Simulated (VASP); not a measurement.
# SrB3Pt (Pm-3m) in VASP: reference runs

Reference runs on SrB3Pt: the cell as given.

Program: VASP 6.6.1. These are calculated values, not measurements. Logs are shortened: lines on timing, memory, paths and dates and some standing lists are left out, and cuts for length are marked.

## Step 1: The crystal as given

Symmetry: Pm-3m, No. 221, cubic system. The conventional cell has a = 4.541 Å, b = 4.541 Å, c = 4.541 Å, α = 90.00°, β = 90.00°, γ = 90.00°. Around Sr (site symmetry m-3m) lie 6 B at 2.27 Å. B (site symmetry 4/mmm) has 2 Sr at 2.27 Å as nearest neighbours. Around Pt (site symmetry m-3m) lie 12 B at 3.21 Å.

The cell was built by a generator and needn't be a form met in nature.

## Step 2: Single point, PBE

Input file INCAR:

```
ALGO     = Normal         # electronic algorithm
EDIFF    = 1E-7           # SCF threshold, eV
ENCUT    = 520            # plane-wave cutoff, eV
GGA      = PE             # functional
ISIF     = 2              # what is computed and relaxed
ISMEAR   = -1             # smearing method
LASPH    = True           # aspherical terms in the spheres
LCHARG   = False          # write CHGCAR
LREAL    = False          # projectors in reciprocal space
LWAVE    = False          # write WAVECAR
NBANDS   = 22             # bands
NELM     = 80             # most SCF steps
PREC     = Accurate       # precision mode
SIGMA    = 0.05           # smearing width, eV
```

Input file KPOINTS:

```
k-points
0
Gamma
  6 6 6
```

Input file POSCAR:

```
SrB3Pt
1.0
    4.5405600000      0.0000000000      0.0000000000
    0.0000000000      4.5405600000      0.0000000000
    0.0000000000      0.0000000000      4.5405600000
Sr B Pt
1 3 1
Direct
    0.0000000000      0.0000000000      0.0000000000
    0.5000000000      0.0000000000      0.0000000000
    0.0000000000      0.5000000000      0.0000000000
    0.0000000000      0.0000000000      0.5000000000
    0.5000000000      0.5000000000      0.5000000000
```

Potentials or basis: VASP PAW PBE potentials, release 64 (Sr_sv, B, Pt).

Started as:

```sh
$ cat potpaw_PBE.64/Sr_sv/POTCAR potpaw_PBE.64/B/POTCAR potpaw_PBE.64/Pt/POTCAR > POTCAR
$ mpirun -np 1 vasp_std > vasp.out
```

OUTCAR:

```text
EDIFF = 1E-7
   ENCUT = 520
   GGA = PE
   ISIF = 2
   ISMEAR = -1
   LASPH = True
   LREAL = False
   NELM = 80
   PREC = Accurate

 ion  position               nearest neighbor table
   1  0.000  0.000  0.000-   2 2.27   3 2.27   4 2.27   4 2.27   3 2.27   2 2.27   5 3.93   5 3.93
                             5 3.93   5 3.93   5 3.93   5 3.93   5 3.93   5 3.93
   2  0.500  0.000  0.000-   1 2.27   1 2.27
   3  0.000  0.500  0.000-   1 2.27   1 2.27
   4  0.000  0.000  0.500-   1 2.27   1 2.27
   5  0.500  0.500  0.500-   1 3.93   1 3.93   1 3.93   1 3.93   1 3.93   1 3.93   1 3.93   1 3.93

  LATTYP: Found a simple cubic cell.
 ALAT       =     4.5405600000

  Lattice vectors:

 A1 = (   4.5405600000,   0.0000000000,   0.0000000000)
 A2 = (   0.0000000000,   4.5405600000,   0.0000000000)
 A3 = (   0.0000000000,   0.0000000000,   4.5405600000)

Analysis of symmetry for initial positions (statically):
=====================================================================
 Subroutine PRICEL returns:
 Original cell was already a primitive cell.

 Routine SETGRP: Setting up the symmetry group for a
 simple cubic supercell.

 Subroutine GETGRP returns: Found 48 space group operations
 (whereof 48 operations were pure point group operations)
 out of a pool of 48 trial point group operations.

The static configuration has the point symmetry O_h .

Analysis of symmetry for dynamics (positions and initial velocities):
=====================================================================
 Subroutine PRICEL returns:
 Original cell was already a primitive cell.

 Routine SETGRP: Setting up the symmetry group for a
 simple cubic supercell.

 Subroutine GETGRP returns: Found 48 space group operations
 (whereof 48 operations were pure point group operations)
 out of a pool of 48 trial point group operations.

The dynamic configuration has the point symmetry O_h .

 Subroutine INISYM returns: Found 48 space group operations
 (whereof 48 operations are pure point group operations),
 and found     1 'primitive' translations

----------------------------------------------------------------------------------------

                                     Primitive cell

  volume of cell :      93.6113

  direct lattice vectors                    reciprocal lattice vectors
     4.540560000  0.000000000  0.000000000     0.220237151  0.000000000  0.000000000
     0.000000000  4.540560000  0.000000000     0.000000000  0.220237151  0.000000000
     0.000000000  0.000000000  4.540560000     0.000000000  0.000000000  0.220237151

  length of vectors
     4.540560000  4.540560000  4.540560000     0.220237151  0.220237151  0.220237151

  position of ions in fractional coordinates (direct lattice)
     0.000000000  0.000000000  0.000000000
     0.500000000  0.000000000  0.000000000
     0.000000000  0.500000000  0.000000000
     0.000000000  0.000000000  0.500000000
     0.500000000  0.500000000  0.500000000

  ion indices of the primitive-cell ions
   primitive index   ion index
                 1           1
                 2           2
                 3           3
                 4           4
                 5           5

----------------------------------------------------------------------------------------

 KPOINTS: k-points

Automatic generation of k-mesh.
 Grid dimensions read from file:
 generate k-points for:    6    6    6

 Generating k-lattice:

  Cartesian coordinates                     Fractional coordinates (reciprocal lattice)
     0.036706192  0.000000000  0.000000000     0.166666667  0.000000000  0.000000000
     0.000000000  0.036706192  0.000000000     0.000000000  0.166666667  0.000000000
     0.000000000  0.000000000  0.036706192     0.000000000  0.000000000  0.166666667

  Length of vectors
     0.036706192  0.036706192  0.036706192

  Shift w.r.t. Gamma in fractional coordinates (k-lattice)
     0.000000000  0.000000000  0.000000000

 Subroutine IBZKPT returns following result:
 ===========================================

 Found     20 irreducible k-points:

 Following reciprocal coordinates:
            Coordinates               Weight
  0.000000  0.000000  0.000000      1.000000
  0.166667  0.000000  0.000000      6.000000
  0.333333  0.000000  0.000000      6.000000
  0.500000  0.000000  0.000000      3.000000
  0.166667  0.166667  0.000000     12.000000
  0.333333  0.166667  0.000000     24.000000
[... 12 lines left out ...]
  0.500000  0.500000  0.333333      6.000000
  0.500000  0.500000  0.500000      1.000000
   k-points           NKPTS =     20   k-points in BZ     NKDIM =     20   number of bands    NBANDS=     22
   number of dos      NEDOS =    301   number of ions     NIONS =      5
   total plane-waves  NPLWV =  46656
   dimension x,y,z NGX =    36 NGY =   36 NGZ =   36
   dimension x,y,z NGXF=    72 NGYF=   72 NGZF=   72
   ions per type =               1   3   1
   NGX,Y,Z   is equivalent  to a cutoff of  13.18, 13.18, 13.18 a.u.
   NGXF,Y,Z  is equivalent  to a cutoff of  26.36, 26.36, 26.36 a.u.
 SYSTEM =  unknown system
   PREC   = accura    normal or accurate (medium, high low for compatibility)
   ISTART =      0    job   : 0-new  1-cont  2-samecut
   ICHARG =      2    charge: 1-file 2-atom 10-const
   ISPIN  =      1    spin polarized calculation?
   LNONCOLLINEAR =      F non collinear calculations
   LSORBIT =      F    spin-orbit coupling
   LASPH  =      T    aspherical Exc in radial PAW
   ENCUT  =  520.0 eV  38.22 Ry    6.18 a.u.   8.44  8.44  8.44*2*pi/ulx,y,z
   NELM   =     80;   NELMIN=  2; NELMDL= -5     # of ELM steps
   EDIFF  = 0.1E-06   stopping-criterion for ELM
   LREAL  =      F    real-space projection
   EDIFFG = 0.1E-05   stopping-criterion for IOM
   NSW    =      0    number of steps for IOM
   IBRION =     -1    ionic relax: 0-MD 1-quasi-New 2-CG
   NFREE  =      0    steps in history (QN), initial steepest desc. (CG)
   ISIF   =      2    stress and relaxation
   ISYM   =      2    0-nonsym 1-usesym 2-fastsym
   POTIM  = 0.5000    time-step for ionic-motion
   TEBEG  =    0.0;   TEEND  =   0.0 temperature during run
   PSTRESS=    0.0 pullay stress
   NELECT =      29.0000    total number of electrons
   NUPDOWN=      -1.0000    fix difference up-down
   EMIN   =  10.00;   EMAX   =-10.00  energy-range for DOS
   EFERMI =   0.00;   METHOD = LEGACY
   ISMEAR =    -1;   SIGMA  =   0.05  broadening in eV -4-tet -1-fermi 0-gaus
   EFERMI_NEDOS =   21; number of points for ismear=-14 and -15
   IALGO  =     38    algorithm
   IMIX   =      4    mixing-type and parameters
     AMIX     =   0.40;   BMIX     =  1.00
     AMIX_MAG =   1.60;   BMIX_MAG =  1.00
  volume/ion in A,a.u.               =      18.72       126.34
  Fermi-wavevector in a.u.,A,eV,Ry     =   1.107724  2.093294 16.695050  1.227052
  Thomas-Fermi vector in A             =   2.244242
   LORBIT       =      0    0 simple, 1 ext, 2 COOP (PROOUT), +10 PAW based schemes
   GGA     = PE    functional components
   LHFCALC =     F    Hartree Fock is set to
   AEXX    =    0.0000 exact exchange contribution
   IVDW    =     0    specifies the selected vdW correction
   LEPSILON=     F    determine dielectric tensor
   LRPA    =     F    only Hartree local field effects (RPA)
 non-spin polarized calculation
  energy-cutoff  :      520.00
  volume of cell :       93.61
 maximum number of plane-waves:      2560
 NGX is ok and might be reduce to    36
   NGX = 17   NGY = 17   NGZ = 17

 number of electron      29.0000000 magnetization

 Free energy of the ion-electron system (eV)
  ---------------------------------------------------
  ext. energy  EPLUGINS =         0.00000000
  ---------------------------------------------------
  free energy    TOTEN  =       -12.28145234 eV

  energy without entropy =      -12.24672103  energy(sigma->0) =      -12.26408669

 E-fermi :   2.4114     XC(G=0):  -9.7909

 val. band max:        2.3493139731   @ k =   0.3333   0.3333   0.1667
 cond. band min:       2.4211027262   @ k =   0.3333   0.1667   0.0000
 fundamental gap:      0.0717887530
 Fermi energy:         2.4114141658

 k-point     1 :       0.0000    0.0000    0.0000
  band No.  band energies     occupation
      1     -31.1801      2.00000
      2     -13.8231      2.00000
      3     -13.8231      2.00000
      4     -13.8231      2.00000
      5      -5.0220      2.00000
      6      -2.7301      2.00000
[... 14 lines left out ...]
     21       6.5076      0.00000
     22       6.5076      0.00000

 k-point     2 :       0.1667    0.0000    0.0000
  band No.  band energies     occupation
      1     -31.1797      2.00000
      2     -13.8592      2.00000
      3     -13.8192      2.00000
      4     -13.8192      2.00000
      5      -4.7973      2.00000
      6      -2.6678      2.00000
[... 14 lines left out ...]
     21       6.3657      0.00000
     22       6.3657      0.00000

 k-point     3 :       0.3333    0.0000    0.0000
  band No.  band energies     occupation
      1     -31.1791      2.00000
      2     -13.9293      2.00000
      3     -13.8113      2.00000
      4     -13.8113      2.00000
      5      -4.2678      2.00000
      6      -2.5289      2.00000
[... 14 lines left out ...]
     21       6.3279      0.00000
     22       6.3999      0.00000
[... 376 lines left out ...]
 k-point    19 :       0.5000    0.5000    0.3333
  band No.  band energies     occupation
      1     -31.1767      2.00000
      2     -13.9238      2.00000
      3     -13.9238      2.00000
      4     -13.8877      2.00000
      5      -2.0717      2.00000
      6      -1.4243      2.00000
[... 14 lines left out ...]
     21       5.8126      0.00000
     22       6.1724      0.00000

 k-point    20 :       0.5000    0.5000    0.5000
  band No.  band energies     occupation
      1     -31.1764      2.00000
      2     -13.9189      2.00000
      3     -13.9189      2.00000
      4     -13.9189      2.00000
      5      -1.4169      2.00000
      6      -1.4169      2.00000
[... 14 lines left out ...]
     21       6.1287      0.00000
     22       6.1287      0.00000

------------------------ aborting loop because EDIFF is reached ----------------------------------------

  FORCE on cell =-STRESS in cart. coord.  units (eV):
  Direction    XX          YY          ZZ          XY          YZ          ZX
  --------------------------------------------------------------------------------------
  -------------------------------------------------------------------------------------
  Total        0.2452184      0.2452184      0.2452184      0.0000000      0.0000000      0.0000000
  in kB        4.1969656      4.1969656      4.1969656      0.0000000      0.0000000      0.0000000
  external PRESSURE =       4.1969656 kB  Pullay stress =       0.0000000 kB

 VOLUME and BASIS-vectors are now :
 -----------------------------------------------------------------------------
  energy-cutoff  :      520.00
  volume of cell :       93.61
      direct lattice vectors                 reciprocal lattice vectors
     4.540560000  0.000000000  0.000000000     0.220237151  0.000000000  0.000000000
     0.000000000  4.540560000  0.000000000     0.000000000  0.220237151  0.000000000
     0.000000000  0.000000000  4.540560000     0.000000000  0.000000000  0.220237151

 POSITION                                       TOTAL-FORCE (eV/Angst)
 -----------------------------------------------------------------------------------
      0.00000      0.00000      0.00000         0.000000      0.000000      0.000000
      2.27028      0.00000      0.00000         0.000000      0.000000      0.000000
      0.00000      2.27028      0.00000         0.000000      0.000000      0.000000
      0.00000      0.00000      2.27028         0.000000      0.000000      0.000000
      2.27028      2.27028      2.27028         0.000000      0.000000      0.000000
 -----------------------------------------------------------------------------------
    total drift:                                0.000000      0.000000      0.000000

  FREE ENERGIE OF THE ION-ELECTRON SYSTEM (eV)
  ---------------------------------------------------
  free  energy   TOTEN  =       -12.2814523444 eV

  energy  without entropy=      -12.2467210290  energy(sigma->0) =      -12.26408669
```

It took 58 s on 1 thread of AMD EPYC 7R13 (Zen 3), shared host; peak memory 0.2 GiB.

Results:

```yaml
Free_energy: -12.2815 eV
Pressure: 0.4 GPa
Band_gap_on_the_k_mesh: none (metal or under the smearing width)
```

Spin-orbit coupling is left out, which matters for the levels of Pt.
